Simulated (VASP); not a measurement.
Data:

```
CELL_PARAMETERS angstrom
      1.61809    -2.80262     0.00000
      1.61809     2.80262     0.00000
      0.00000     0.00000    12.66610
ATOMIC_POSITIONS crystal
  Mo 0.33333 0.66667 0.25000
  Mo 0.66667 0.33333 0.75000
  S  0.33333 0.66667 0.87530
  S  0.66667 0.33333 0.37530
  S  0.66667 0.33333 0.12470
  S  0.33333 0.66667 0.62470
```

The numbers are results of r2SCAN+rVV10, VASP's PBE PAW potentials (set 64) (plane waves; VASP), not measurements. Numerical set-up: 520 eV cut-off, 8×8×2 Γ-centred mesh, Gaussian smearing of 0.050 eV, potentials Mo_sv S.

Task: The ions and cell shape at fixed volume are relaxed. Which structure does the run end with?

Result: 
```
CELL_PARAMETERS angstrom
      1.59453    -2.76181     0.00000
      1.59453     2.76181     0.00000
      0.00000     0.00000    13.04324
ATOMIC_POSITIONS crystal
  Mo 0.33333 0.66667 0.25000
  Mo 0.66667 0.33333 0.75000
  S  0.33333 0.66667 0.86920
  S  0.66667 0.33333 0.36920
  S  0.66667 0.33333 0.13080
  S  0.33333 0.66667 0.63080
```
Space group P6_3/mmc (194), at a tolerance of 0.03 Å.

Task: How much energy does the relaxation gain?

Result: The energy (σ→0) changes by -21.9 meV/atom, in 8 ionic steps.

The compound is MoS2 in the 2H layered structure. This cell is one point of a volume scan, at 1.06 of the reference volume. Symmetry was kept, so distortions that lower it aren't found.
